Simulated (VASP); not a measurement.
## NiO (relaxed from the rocksalt structure, space group Fm-3m): computed properties

Calculation: r2SCAN meta-GGA, VASP's PBE PAW potentials (set 64) (plane waves; VASP).

For NiO, the space group is Fm-3m (225) and the cell is a = 4.189 Å, b = 4.189 Å, c = 4.189 Å, α = 90.00°, β = 90.00°, γ = 90.00°. The volume per atom is 9.19 Å³/atom and the band gap (over mesh and band path) is 0.74 eV. The smallest direct gap (over mesh and band path) comes out as 1.64 eV and the cell moment is 2.00 μB. The band-edge character is indirect, L to Γ and the density is 6.75 g/cm³. The mean ε∞ (independent particles) is 6.12.

```xyz
2
Lattice="0.0000 2.0944 2.0944 2.0944 0.0000 2.0944 2.0944 2.0944 0.0000" Properties=species:S:1:pos:R:3 pbc="T T T"
O      0.0000     0.0000     0.0000
Ni     2.0944     2.0944     2.0944
```
Starting moments (μB, in the order of the record's atoms O Ni): 0.3 1.7.

The moments were started parallel, and other spin orders were not tried in this run.

The structure was generated: NiO was put into the rocksalt type (Fm-3m), which need not be its known phase. It was relaxed first, which changed the volume by +13 %. Symmetry was kept, so distortions that lower it aren't found.
